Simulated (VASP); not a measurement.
An input for Ansatz (written as the equivalent of a VASP run, and not itself run):

Ansatz 0.2 input:
```yaml
crystal:
  lattice:
    - [3.5303300, 0.0000000, 0.0000000]
    - [0.0000000, 3.5303300, 0.0000000]
    - [0.0000000, 0.0000000, 3.5303300]
  atoms:
    - { symbol: Ni, position: [0.4959050, 0.0085430, 0.5047990] }
    - { symbol: Ni, position: [0.0019730, 0.4981600, 0.4916630] }
    - { symbol: Ni, position: [0.5000170, 0.5001040, -0.0018720] }
    - { symbol: Ge, position: [0.0021050, -0.0068060, 0.0054110] }
kpoints:
  mp_grid: { grid: [6, 6, 6] }
hamiltonian:
  xc: lda
  pseudopotentials: { kind: paw }
scf:
  occupations: { method: gaussian, width: 0.1 }
  max_iter: 100
output: { forces: true, stress: true, eigenvalues: true }
```

Task: Write the VASP files for the same calculation (LDA).

Result: This is not unique; one that fits is 
POSCAR:
```
Ni3Ge
3.530330
  1.0000000000   0.0000000000   0.0000000000
  0.0000000000   1.0000000000   0.0000000000
  0.0000000000   0.0000000000   1.0000000000
Ni Ge
3 1
Cartesian
  0.4959050000   0.0085430000   0.5047990000
  0.0019730000   0.4981600000   0.4916630000
  0.5000170000   0.5001040000  -0.0018720000
  0.0021050000  -0.0068060000   0.0054110000
```

### INCAR
```
! general
SYSTEM   =  Ni3Ge
PREC     =  Accurate
ENCUT    =  300
LREAL    =  .FALSE.
LASPH    =  .TRUE.

! electronic loop
EDIFF    =  1E-6
NELM     =  100
ALGO     =  Normal
LMAXMIX  =  4

! smearing
ISMEAR   =  0
SIGMA    =  0.1

! ions
ISIF     =  2

! output
LWAVE    =  .FALSE.
LCHARG   =  .FALSE.
```

KPOINTS:
```
Automatic mesh
0
Gamma
6 6 6
0 0 0
```

POTCAR, in this order: Ni Ge_d (LDA.64 set). Program: vasp_std.

The two are equivalent in intent, not identical: each code has its own PAW files, so the cut-off isn't converted (ENCUT is set for VASP's; basis.ecutwfc is left out, and Ansatz then takes the one that its files recommend); Ansatz stops its SCF on the density residual and VASP on the energy change (EDIFF); Ansatz's lda is the Perdew-Wang form, while the LDA potentials of VASP carry Perdew-Zunger's.

The structure comes from a computed database's Ni3Ge entry; how it stands against other phases isn't given here. The cell was not relaxed at this level, atoms are displaced from their ideal sites.
